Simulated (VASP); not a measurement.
An input for Quantum ESPRESSO's pw.x (written as the equivalent of a VASP run, and not itself run):

```
&CONTROL
  calculation = 'scf'
  pseudo_dir = './pseudo'
  outdir = './out'
  tprnfor = .true.
  tstress = .true.
/
&SYSTEM
  ibrav = 0
  nat = 4
  ntyp = 1
  ecutwfc = 66
  occupations = 'smearing'
  smearing = 'fermi-dirac'
  degauss = 0.00735
  input_dft = 'pbe'
/
&ELECTRONS
  conv_thr = 7.3e-11
  electron_maxstep = 100
/
ATOMIC_SPECIES
  Zr 91.224 Zr.upf
CELL_PARAMETERS angstrom
     3.2194220    0.0000000    0.0000000
    -1.6097110    2.7881020    0.0000000
     0.0000000    0.0000000   10.3585130
ATOMIC_POSITIONS crystal
  Zr  -0.0014270  0.0047680 -0.0010620
  Zr   0.0035710  0.0049800  0.4997130
  Zr   0.3425930  0.6638300  0.2518000
  Zr   0.6552630  0.3264230  0.7495490
K_POINTS automatic
  11 11 3 0 0 0
```

Task: Translate this input to VASP (INCAR, KPOINTS, POSCAR, choice of POTCAR).

Result: One answer among several that fit: 
INCAR:
```
SYSTEM = Zr
EDIFF = 1E-09   # SCF stop (eV)
LCHARG = .False.
LREAL = .False.   # projection in real space or not
LMAXMIX = 4
ENCUT = 420   # plane-wave cut-off (eV)
LASPH = .True.   # aspherical one-centre terms
ISMEAR = -1   # Fermi-Dirac
ALGO = Normal
ISIF = 2   # forces and stress, cell fixed
SIGMA = 0.1
GGA = PE
NELM = 100
PREC = Accurate
LWAVE = .False.
```

KPOINTS:
```
K-points
0
gamma
11 11 3
```

POSCAR:
```
Zr
1
    3.2194220000     0.0000000000     0.0000000000
   -1.6097110000     2.7881020000     0.0000000000
    0.0000000000     0.0000000000    10.3585130000
Zr
4
Direct
 -0.0014270000   0.0047680000  -0.0010620000
  0.0035710000   0.0049800000   0.4997130000
  0.3425930000   0.6638300000   0.2518000000
  0.6552630000   0.3264230000   0.7495490000
```

POTCAR, in this order: Zr_sv (PBE.64 set). Program: vasp_std.

The two are equivalent in intent, not identical: the potentials are each code's own (VASP's PAW set, PseudoDojo norm-conserving files in pw.x), so ENCUT and ecutwfc are chosen apart and not converted; conv_thr bounds pw.x's estimated SCF error, while EDIFF bounds the energy change between steps.

The structure was generated: Zr was put into an ordered model structure, which need not be its known phase. The cell was not relaxed at this level, atoms are displaced from their ideal sites. The run is one of a series of settings (EDIFF = 1E-09, ENCUT = 420, KPOINTS 11×11×3 Γ-centred mesh against the base run), some of them coarse on purpose.
